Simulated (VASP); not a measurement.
Input of a VASP 6.6.1 run:

File INCAR:

```
ALGO = Fast
EDIFF = 1E-6
ENCUT = 520
GGA = PE
ISIF = 2
ISMEAR = 0
LASPH = T
LCHARG = F
LREAL = F
LWAVE = F
NBANDS = 20
NELM = 80
PREC = Accurate
SIGMA = 0.1
```

The input KPOINTS:

```
k-points
0
Gamma
  6 6 4
```

Contents of POSCAR:

```
LiSi2C3
1.0
    3.0055785387      0.0000000000      0.0000000000
   -1.5027892693      2.6029073676      0.0000000000
    0.0000000000      0.0000000000      7.3093375543
Li Si C
1 2 3
Direct
    0.0000000000      0.0000000000      0.0000000000
    0.6666666667      0.3333333333      0.6918383363
    0.3333333333      0.6666666667      0.3081616637
    0.3333333333      0.6666666667      0.7915043396
    0.6666666667      0.3333333333      0.2084956604
    0.0000000000      0.0000000000      0.5000000000
```

Potentials or basis: VASP PAW PBE potentials, release 64 (Li_sv, Si, C).

Command:

```bash
$ cat potpaw_PBE.64/Li_sv/POTCAR potpaw_PBE.64/Si/POTCAR potpaw_PBE.64/C/POTCAR > POTCAR
$ mpirun -np 1 vasp_std > vasp.out
```

Question: What does it give for the band gap on the k mesh?

Answer: None (metal or under the smearing width).

Question: What does it give for the largest force?

Answer: 0.007 eV/Å.

Forces on the atoms (eV/Å):
```
Li   0.000  0.000  0.000
Si   0.000  0.000  0.007
Si   0.000  0.000 -0.007
C    0.000  0.000 -0.006
C    0.000  0.000  0.006
C    0.000  0.000  0.000
```

Caveat: the k mesh is coarse (spacing up to 0.40 Å⁻¹), so the values aren't converged.
